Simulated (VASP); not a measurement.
HfN, 2 atoms in the cell. Symmetry: Fm-3m, No. 225, cubic system. Conventional cell: a = 4.462 Å, b = 4.462 Å, c = 4.462 Å, α = 90.00°, β = 90.00°, γ = 90.00°. Around Hf (site symmetry m-3m) lie 6 N at 2.23 Å. Around N (site symmetry m-3m) lie 6 Hf at 2.23 Å. 

```yaml
Program: VASP 6.6.1
Task: relaxation of cell and atoms
Functional: LDA
Potentials_or_basis: VASP PAW LDA potentials, release 64 (Hf_pv, N)
Cutoff: 600 eV
k_mesh: 14 × 14 × 14
Occupations: methfessel-paxton, width 0.1 eV
Spin: no spin polarisation
Further_INCAR_settings: ALGO = Normal; EDIFF = 1e-07; IBRION = 2; EDIFFG = -0.005; NSW = 90; ISIF = 3
```

Potentials or basis: VASP PAW LDA potentials, release 64 (Hf_pv, N).

The run is started by

```console
$ cat potpaw_LDA.64/Hf_pv/POTCAR potpaw_LDA.64/N/POTCAR > POTCAR
$ mpirun -np 1 vasp_std > vasp.out
```

Hardware: 1 thread of Intel(R) Xeon(R) Platinum 8488C (Sapphire Rapids) (shared host).

**Question.** How long does it take, and how much memory?

**Answer.** Wall time 32 s on 1 thread of Intel(R) Xeon(R) Platinum 8488C (Sapphire Rapids), with other jobs on the host, peak memory 0.17 GiB. Counts: scf iterations 13, k points 104, ion steps 1.
